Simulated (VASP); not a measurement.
A VASP calculation is set up with these files.

KPOINTS:
```
Automatic mesh
0
Gamma
8 8 4
0 0 0
```

### POSCAR
```
Li3LaBi2
4.7010
  1.0000000000   0.0000000000   0.0000000000
 -0.5000000000   0.8660253138   0.0000000000
  0.0000000000   0.0000000000   1.6045734950
Li La Bi
3 1 2
Cart
 -0.0000005000   0.5773504979   1.0365544778
  0.5000005000   0.2886748159   0.5680190172
  0.0000000000   0.0000000000   0.8022867475
  0.0000000000   0.0000000000   0.0000000000
 -0.0000005000   0.5773504979   0.4103696713
  0.5000005000   0.2886748159   1.1942038237
```

**INCAR**
```
ALGO=Normal
EDIFF=1E-6
ENCUT=400
ISIF=2
ISMEAR=0
LASPH=.TRUE.
LCHARG=.FALSE.
LMAXMIX=6
LREAL=.FALSE.
LWAVE=.FALSE.
NELM=100
PREC=Accurate
SIGMA=0.2
SYSTEM=Li3LaBi2
```

POTCAR, in this order: Li_sv La Bi_d (LDA.64 set). Program: vasp_std.

Question: Write an equivalent input for Ansatz.

Answer: One equivalent input (not run):
Ansatz 0.2 input:
```yaml
crystal:
  lattice:
    - [4.7010000, 0.0000000, 0.0000000]
    - [-2.3505000, 4.0711850, 0.0000000]
    - [0.0000000, 0.0000000, 7.5431000]
  atoms:
    - { symbol: Li, position: [0.3333330, 0.6666670, 0.6460000] }
    - { symbol: Li, position: [0.6666670, 0.3333330, 0.3540000] }
    - { symbol: Li, position: [0.0000000, 0.0000000, 0.5000000] }
    - { symbol: La, position: [0.0000000, 0.0000000, 0.0000000] }
    - { symbol: Bi, position: [0.3333330, 0.6666670, 0.2557500] }
    - { symbol: Bi, position: [0.6666670, 0.3333330, 0.7442500] }
kpoints:
  mp_grid: { grid: [8, 8, 4] }
hamiltonian:
  xc: lda
  pseudopotentials: { kind: paw }
scf:
  occupations: { method: gaussian, width: 0.2 }
  max_iter: 100
output: { forces: true, stress: true, eigenvalues: true }
```
The two are equivalent in intent, not identical: each code has its own PAW files, so the cut-off isn't converted (ENCUT is set for VASP's; basis.ecutwfc is left out, and Ansatz then takes the one that its files recommend); Ansatz stops its SCF on the density residual and VASP on the energy change (EDIFF); Ansatz's lda is the Perdew-Wang form, while the LDA potentials of VASP carry Perdew-Zunger's.

The structure comes from a measured Li3LaBi2 entry of the Crystallography Open Database, whose conditions weren't checked. The cell was not relaxed at this level.
